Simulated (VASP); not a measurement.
Input:

```yaml
crystal:
  lattice:
    - [4.29547, 0.00000, 0.00000]
    - [-2.14773, 3.71998, 0.00000]
    - [0.00000, 0.00000, 4.06705]
  atoms:
    - { symbol: Eu, position: [0.00000, 0.00000, 0.00000] }
    - { symbol: Ge, position: [0.66667, 0.33333, 0.51904] }
    - { symbol: Ge, position: [0.33333, 0.66667, 0.48096] }
```

Level of theory: PBEsol GGA, VASP's PBE PAW potentials (set 64) (plane waves; VASP 6.6.1). Settings: 480 eV cut-off, 8×8×8 Γ-centred mesh, first-order Methfessel-Paxton smearing of 0.10 eV, potentials Eu_2 Ge_d.

The 4f electrons are frozen in the core of the lanthanide potential, so 4f levels, which can set the real gap, and their magnetism are missing.

Q: Predict the energy per atom (σ→0), band gap (on the k-mesh) with the smallest direct gap where there is one.

A: 
| Property | Result |
|---|---|
| band gap (on the k-mesh) | none (metal, semimetal or under 0.01 eV) |
| energy per atom (σ→0) | -4.683 eV/atom |

The absolute energy has meaning only against runs of the same code, potentials and settings.

The structure comes from a computed database's EuGe2 entry (P-3m1); how it stands against other phases isn't given here. It was relaxed first, which changed the volume by -8 %.
